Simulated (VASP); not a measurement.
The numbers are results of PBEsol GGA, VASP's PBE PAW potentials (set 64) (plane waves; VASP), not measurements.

A VASP calculation is set up with these files.

INCAR:
```
SYSTEM = CdSe
PREC = Normal
ENCUT = 400
EDIFF = 1E-5
NELM = 100
ALGO = Fast
LREAL = .FALSE.
LASPH = .TRUE.
ISMEAR = 0
SIGMA = 0.05
GGA = PS
LMAXMIX = 4
LWAVE = .FALSE.
LCHARG = .FALSE.
NELMIN = 4
IBRION = 2
ISIF = 2
NSW = 20
EDIFFG = -0.03
```

File POSCAR:
```
CdSe
1.0
  4.3111324978   0.0000000000   0.0000000000
 -2.1555662490   3.7335500241   0.0000000000
  0.0000000000   0.0000000000   7.0252201352
Cd Se
2 2
Direct
  0.3333330000   0.6666670000   0.0000000000
  0.6666670000   0.3333330000   0.5000000000
  0.3333330000   0.6666670000   0.3760000000
  0.6666670000   0.3333330000   0.8760000000
```

### KPOINTS
```
K-points
0
G
 8 8 4
0 0 0
```

POTCAR, in this order: Cd Se (PBE.64 set). Program: vasp_std.

Output of the run:

OSZICAR:
```
       N       E                     dE             d eps       ncg     rms          rms(c)
DAV:   1     0.210134910589E+03    0.21013E+03   -0.15162E+04  1328   0.120E+03
DAV:   2    -0.246793598321E+01   -0.21260E+03   -0.20780E+03  1506   0.321E+02
DAV:   3    -0.130291783726E+02   -0.10561E+02   -0.10524E+02  1572   0.732E+01
DAV:   4    -0.131096271071E+02   -0.80449E-01   -0.80428E-01  1476   0.619E+00
DAV:   5    -0.131103229576E+02   -0.69585E-03   -0.69583E-03  1566   0.524E-01    0.878E+00
RMM:   6    -0.123919811066E+02    0.71834E+00   -0.16897E+00  1320   0.790E+00    0.725E+00
RMM:   7    -0.123552602517E+02    0.36721E-01   -0.67662E-01  1320   0.339E+00    0.228E+00
RMM:   8    -0.123484219659E+02    0.68383E-02   -0.38229E-02  1320   0.115E+00    0.875E-01
RMM:   9    -0.123483889902E+02    0.32976E-04   -0.72434E-03  1320   0.508E-01    0.286E-01
RMM:  10    -0.123483400637E+02    0.48927E-04   -0.11527E-03  1337   0.255E-01    0.624E-02
RMM:  11    -0.123484051578E+02   -0.65094E-04   -0.21044E-04  1313   0.905E-02    0.533E-02
RMM:  12    -0.123484052103E+02   -0.52494E-07   -0.38961E-05   902   0.311E-02
   1 F= -.12348405E+02 E0= -.12348405E+02  d E =-.123484E+02
```

### OUTCAR
```
------------------------ aborting loop because EDIFF is reached ----------------------------------------
  FORCE on cell =-STRESS in cart. coord.  units (eV):
  Direction    XX          YY          ZZ          XY          YZ          ZX
  --------------------------------------------------------------------------------------
  Total       -0.2225430     -0.2225429     -0.1720456      0.0000000     -0.0000000      0.0000000
  in kB       -3.1531976     -3.1531972     -2.4377040      0.0000000     -0.0000000      0.0000000
  external PRESSURE =      -2.9146996 kB  Pullay stress =       0.0000000 kB
  volume of cell :      113.08
      direct lattice vectors                 reciprocal lattice vectors
     4.311132498  0.000000000  0.000000000     0.231957612  0.133920798  0.000000000
    -2.155566249  3.733550024  0.000000000     0.000000000  0.267841597  0.000000000
     0.000000000  0.000000000  7.025220135     0.000000000  0.000000000  0.142344294
  FREE ENERGIE OF THE ION-ELECTRON SYSTEM (eV)
  ---------------------------------------------------
  free  energy   TOTEN  =       -12.3484052103 eV

  energy  without entropy=      -12.3484052103  energy(sigma->0) =      -12.34840521

 reached required accuracy - stopping structural energy minimisation
```
(Selected blocks of OUTCAR.)

The compound is CdSe in the wurtzite structure. It was relaxed first.
